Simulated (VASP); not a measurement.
## Si2Ni (Fm-3m): a series in biaxial strain in the (111) plane

How do stress and energy of Si2Ni follow biaxial strain in the (111) plane?

Main program and level: VASP 6.6.1; PBEsol, no spin polarisation; plane waves and PAW (Ni, Si), in the first sound run; inputs show where later runs differ.

## Step 1: Set-up

Symmetry: Fm-3m, No. 225, cubic system. Conventional cell: a = 5.406 Å, b = 5.406 Å, c = 5.406 Å, α = 90.00°, β = 90.00°, γ = 90.00°. Ni has 8 Si at 2.34 Å nearest. Si has 4 Ni at 2.34 Å nearest. Farther neighbours are not listed.

## Step 2: Relax the crystal, PBEsol

The series starts from the cell that this level prefers, so that zero strain is near zero stress.

Level: PBEsol, no spin polarisation; plane waves and PAW (Ni, Si).

Contents of INCAR:

```
SYSTEM = Si2Ni
PREC = Accurate
ENCUT = 450
EDIFF = 1E-07
NELM = 120
ISMEAR = 1
SIGMA = 0.15
LREAL = .FALSE.
ALGO = Normal
GGA = PS
NBANDS = 15
LASPH = .TRUE.
LORBIT = 11
LWAVE = .FALSE.
LCHARG = .FALSE.
KPAR = 8
IBRION = 2
NSW = 40
ISIF = 3
EDIFFG = -0.005
POTIM = 0.4
```

Contents of POSCAR:

```
Si2Ni
1.0
    0.0000000000      2.7030000000      2.7030000000
    2.7030000000      0.0000000000      2.7030000000
    2.7030000000      2.7030000000      0.0000000000
Ni Si
1 2
Direct
    0.0000000000      0.0000000000      0.0000000000
    0.2500000000      0.2500000000      0.2500000000
    0.7500000000      0.7500000000      0.7500000000
```

Contents of KPOINTS:

```
Automatic mesh
0
Gamma
16 16 16
0 0 0
```

The projector-augmented-wave data sets are Ni and Si (PBE family, release 64).

Run with:

```bash
$ mpirun -np 8 vasp_std
```

Output:

```text
[banner, memory and clock lines left out]
running    8 mpi-ranks, on    1 nodes
[...]
|                                                                             |
|           W    W    AA    RRRRR   N    N  II  N    N   GGGG   !!!           |
|           W    W   A  A   R    R  NN   N  II  NN   N  G    G  !!!           |
|           W    W  A    A  R    R  N N  N  II  N N  N  G       !!!           |
|           W WW W  AAAAAA  RRRRR   N  N N  II  N  N N  G  GGG   !            |
|           WW  WW  A    A  R   R   N   NN  II  N   NN  G    G                |
|           W    W  A    A  R    R  N    N  II  N    N   GGGG   !!!           |
|                                                                             |
|     For optimal performance we recommend to set                             |
|       NCORE = 2 up to number-of-cores-per-socket                            |
|     NCORE specifies how many cores store one orbital (NPAR=cpu/NCORE).      |
|     This setting can greatly improve the performance of VASP for DFT.       |
[...]
DAV:  10    -0.189811640539E+02   -0.59244E-08   -0.30253E-08  2308   0.131E-03
   2 F= -.18981164E+02 E0= -.18981031E+02  d E =-.105453E-02
 trial-energy change:   -0.001055  1 .order   -0.001022   -0.004054    0.002010
 step:   0.6756(harm=  0.6685)  dis= 0.00000  next Energy=   -18.981489 (dE=-0.138E-02)
[...]
N       E                     dE             d eps       ncg     rms          rms(c)
DAV:   1    -0.189864508653E+02   -0.52868E-02   -0.37716E-02  4777   0.400E+00    0.681E-01
DAV:   2    -0.189977300231E+02   -0.11279E-01   -0.88467E-02  5270   0.772E+00    0.112E+00
DAV:   3    -0.189816333718E+02    0.16097E-01   -0.42283E-02  5137   0.531E+00    0.114E-01
DAV:   4    -0.189814929225E+02    0.14045E-03   -0.74816E-04  4560   0.280E-01    0.249E-02
DAV:   5    -0.189814890603E+02    0.38622E-05   -0.30760E-05  6723   0.883E-02    0.100E-02
DAV:   6    -0.189814889806E+02    0.79705E-07   -0.22596E-06  5967   0.156E-02    0.241E-03
DAV:   7    -0.189814890948E+02   -0.11417E-06   -0.12562E-07  3398   0.301E-03    0.129E-03
DAV:   8    -0.189814891833E+02   -0.88485E-07   -0.13800E-08  2399   0.170E-03
   3 F= -.18981489E+02 E0= -.18981338E+02  d E =-.137966E-02
[...]
reached required accuracy - stopping structural energy minimisation
```

The job ended after 21 s (8 MPI ranks of Intel Xeon 6975P-C (Granite Rapids), shared host; peak memory 1.7 GiB; 2.2 min of CPU time).

Lines that name or quote the potential files are left out of all logs, and their timing lines are given in words.

Parts of OUTCAR (step 2):

```text
  Total        0.0013613      0.0013613      0.0013613      0.0000000      0.0000000      0.0000000
  in kB        0.0556899      0.0556899      0.0556899      0.0000000      0.0000000      0.0000000
  external PRESSURE =       0.0556899 kB  Pullay stress =       0.0000000 kB

 POSITION                                       TOTAL-FORCE (eV/Angst)
 -----------------------------------------------------------------------------------
      0.00000     -0.00000      0.00000         0.000000      0.000000     -0.000000
      1.34769      1.34769      1.34769         0.000000      0.000000     -0.000000
      4.04308      4.04308      4.04308        -0.000000     -0.000000      0.000000
 -----------------------------------------------------------------------------------
    total drift:                               -0.000000     -0.000000      0.000000

  FREE ENERGIE OF THE ION-ELECTRON SYSTEM (eV)
  ---------------------------------------------------
  free  energy   TOTEN  =       -18.9814891833 eV

  energy  without entropy=      -18.9810352346  energy(sigma->0) =      -18.98133787

 reached required accuracy - stopping structural energy minimisation

[... 3 further parts left out ...]
[key lines of the parts left out:]
E-fermi :  10.4797
```

Numbers from this step:

```
energy(sigma→0) of the program : -18.9813 eV
stress, compression positive   : 0.01 along [111], 0.01 across it (mean), GPa
volume                         : 39.165 Å³
ionic steps                    : 3
```

## Step 3: Strain along the normal, PBEsol

One member in full: the plane is strained by 1 %, and the strain along the normal is moved by secant steps until the normal stress is under 0.012 GPa or five steps are spent; the atoms relax at each step.

This step took 4 runs, each at a new trial strain with the atoms of the one before; the last is shown.

Level: PBEsol, no spin polarisation; plane waves and PAW (Ni, Si); cell typed or built by script.

INCAR, as its differences from that of step 2:

```diff
@@ -15,7 +15,7 @@
 LCHARG = .FALSE.
-KPAR = 8
-IBRION = 2
-NSW = 40
-ISIF = 3
-EDIFFG = -0.005
-POTIM = 0.4
+KPAR = 2
+IBRION = 1
+NSW = 25
+ISIF = 2
+EDIFFG = -0.004
+POTIM = 0.3
```

Contents of POSCAR:

```
Si2Ni
1.0
   -0.0315242200      2.6908158390      2.6908158390
    2.6908158390     -0.0315242200      2.6908158390
    2.6908158390      2.6908158390     -0.0315242200
Ni Si
1 2
Direct
    0.0000000000      0.0000000000      0.0000000000
    0.2514512188      0.2514512188      0.2514512188
    0.7485487812      0.7485487812      0.7485487812
```

KPOINTS is that of step 2.

Run with:

```bash
$ mpirun -np 2 vasp_std
```

Output:

```text
[banner, memory and clock lines left out]
running    2 mpi-ranks, on    1 nodes
[...]
[... a notice as in an earlier step ...]

 LDA part: xc-table for (Slater+PW92), standard interpolation
 POSCAR, INCAR and KPOINTS ok, starting setup
[...]
entering main loop
       N       E                     dE             d eps       ncg     rms          rms(c)
DAV:   1     0.592106626927E+02    0.59211E+02   -0.71364E+03 12678   0.109E+03
DAV:   2    -0.180004216822E+02   -0.77211E+02   -0.70978E+02 13539   0.210E+02
DAV:   3    -0.211912896340E+02   -0.31909E+01   -0.31236E+01 16294   0.474E+01
DAV:   4    -0.212439291690E+02   -0.52640E-01   -0.52564E-01 14769   0.589E+00
[...]
DAV:  13    -0.189746941191E+02    0.53754E-05   -0.15159E-05 16668   0.967E-02    0.451E-03
DAV:  14    -0.189746941511E+02   -0.31962E-07   -0.15626E-06 14148   0.955E-03    0.220E-03
DAV:  15    -0.189746941925E+02   -0.41352E-07   -0.15390E-07 11309   0.856E-03
   1 F= -.18974694E+02 E0= -.18974532E+02  d E =-.189747E+02
 BRION: g(F)=  0.285E-07 g(S)=  0.000E+00
 reached required accuracy - stopping structural energy minimisation
```

It took 67 s on 2 MPI ranks; peak memory 0.6 GiB.

From OUTCAR (step 3):

```text
  Total       -0.4571434     -0.4571434     -0.4571434      0.2289360      0.2289360      0.2289360
  in kB      -18.4720794    -18.4720794    -18.4720794      9.2507602      9.2507602      9.2507602
  external PRESSURE =     -18.4720794 kB  Pullay stress =       0.0000000 kB

 POSITION                                       TOTAL-FORCE (eV/Angst)
 -----------------------------------------------------------------------------------
      0.00000      0.00000      0.00000         0.000000     -0.000000      0.000000
      1.34529      1.34529      1.34529         0.000405      0.000405      0.000405
      4.00482      4.00482      4.00482        -0.000405     -0.000405     -0.000405
 -----------------------------------------------------------------------------------
    total drift:                                0.000000     -0.000000     -0.000000

  FREE ENERGIE OF THE ION-ELECTRON SYSTEM (eV)
  ---------------------------------------------------
  free  energy   TOTEN  =       -18.9746941925 eV

  energy  without entropy=      -18.9742081592  energy(sigma->0) =      -18.97453218

[... 1 part as in an earlier step ...]

[... 3 further parts left out ...]
[key lines of the parts left out:]
E-fermi :  10.2868
```

Read from the output:

```
energy(sigma→0) of the program : -18.9745 eV
stress, compression positive   : 0.00 along [111], -2.77 across it (mean), GPa
ionic steps                    : 1
```

## Step 4: The table

The other members went through these steps as far as the tables show, with the same cutoff and, step by step, the same mesh; 33 runs are not shown. The session took 1.8 core hours (wall time by ranks) on a shared machine.

| in-plane strain (%) | strain along the normal (%) | in-plane stress, tension positive (GPa) | energy above the unstrained row, extrapolated to no smearing (meV/atom) |
| --- | --- | --- | --- |
| -2.000 | 1.762 | -5.971 | 9.933 |
| -1.500 | 1.257 | -4.584 | 5.637 |
| -1.000 | 0.811 | -3.053 | 2.477 |
| -0.500 | 0.402 | -1.476 | 0.613 |
| 0 | 0.000 | 0.000 | 0.000 |
| 0.500 | -0.388 | ? | ? |
| 1.000 | -0.754 | 2.772 | 2.230 |
| 1.500 | -1.112 | 4.102 | 5.014 |
| 2.000 | -1.451 | 5.435 | 8.872 |

## Step 5: Stress from the known rows

Fitting a parabola to the 8 known rows (e: strain in %) gives stress = − 0.06183 e² + 2.873 e − 0.05330 in GPa; the residuals are 0.051 GPa r.m.s.

At e = 0.5 this predicts 1.368 GPa.

## Step 6: Checking the prediction

The calculation gives 1.405 GPa, so the prediction is 0.037 GPa too low, within twice the residual of the fit.

Slopes at zero strain, from cubics through all rows: strain ratio -0.777, stress over strain 293 GPa.

## Step 7: Outcome

```
error of the predicted stress      : -0.037 GPa
ratio of normal to in-plane strain : -0.777
biaxial modulus                    : 293 GPa
```

In words: As a check, the curvature of the energy gives 293 GPa for the same modulus (energy per volume = M × strain²), 0 % from the slope of the stress. These are static values: temperature and zero-point motion are left out. In a metal the slopes also depend on mesh and smearing, which were held through the series.

[Lines on the potential files, build, host, timing and source positions are cut from VASP's logs without a mark.]

[Logs are printed without paths, hosts, clocks, repeated set-up lines and the standing remarks that a program may print on its own settings, such as how far it seeks lower states.]

[Hosts, paths, dates, database ids (printed as entryN), source tags and the programs' standing remarks are cut or masked in the printed files.]

[In band tables of VASP the shares of atoms and orbitals are scaled to a sum of 1 inside the atoms' spheres.]
